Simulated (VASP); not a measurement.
Here is the system:

```yaml
crystal:
  lattice:
    - [1.77499, -5.38499, 0.00000]
    - [1.77499, 5.38499, 0.00000]
    - [0.00000, 0.00000, 2.97971]
  atoms:
    - { symbol: P, position: [0.58362, 0.41638, 0.25000] }
    - { symbol: P, position: [0.41638, 0.58362, 0.75000] }
    - { symbol: Pd, position: [0.82535, 0.17465, 0.25000] }
    - { symbol: Pd, position: [0.17465, 0.82535, 0.75000] }
```

Calculation: PBEsol GGA, VASP's PBE PAW potentials (set 64) (plane waves; VASP 6.6.1). Settings: 480 eV cut-off, 8×8×10 Γ-centred mesh, first-order Methfessel-Paxton smearing of 0.10 eV, potentials P Pd.

### Question
What does the run give for the energy per atom (σ→0), band gap (on the k-mesh) with the smallest direct gap where there is one?

### Answer

| Quantity | Result |
|---|---|
| band gap (on the k-mesh) | none (metal, semimetal or under 0.01 eV) |
| energy per atom (σ→0) | -6.100 eV/atom |

The absolute energy has meaning only against runs of the same code, potentials and settings.

The structure was generated: PPd was put into the CrB type (Cmcm), which need not be its known phase. It was relaxed first under an external pressure of 1 GPa.
